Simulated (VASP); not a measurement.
Given:

```
CELL_PARAMETERS angstrom
      4.07797     0.00000     0.00000
      0.00000     4.07797     0.00000
      0.00000     0.00000     4.07797
ATOMIC_POSITIONS crystal
  K  0.00000 0.00000 0.00000
  Zn 0.50000 0.50000 0.50000
  F  0.50000 0.00000 0.50000
  F  0.00000 0.50000 0.50000
  F  0.50000 0.50000 0.00000
```

Calculation: PBE GGA with D3 dispersion (zero damping), VASP's PBE PAW potentials (set 64) (plane waves; VASP). Settings: 520 eV cut-off, 6×6×6 Γ-centred mesh, Gaussian smearing of 0.050 eV, potentials K_sv Zn F.

### Question
Estimate the energy per atom (σ→0), pressure, band gap (on the k-mesh) with the smallest direct gap where there is one.

### Answer

```
Quantity                                     Result
-----------------------------------  --------------
band gap (on the k-mesh)                    3.74 eV
smallest direct gap (on the k-mesh)         5.48 eV
energy per atom (σ→0)                -4.229 eV/atom
pressure                                   2.58 GPa
```

The absolute energy has meaning only against runs of the same code, potentials and settings.

The compound is KZnF3 in the cubic perovskite structure. This cell is one point of a volume scan, at 0.97 of the reference volume.
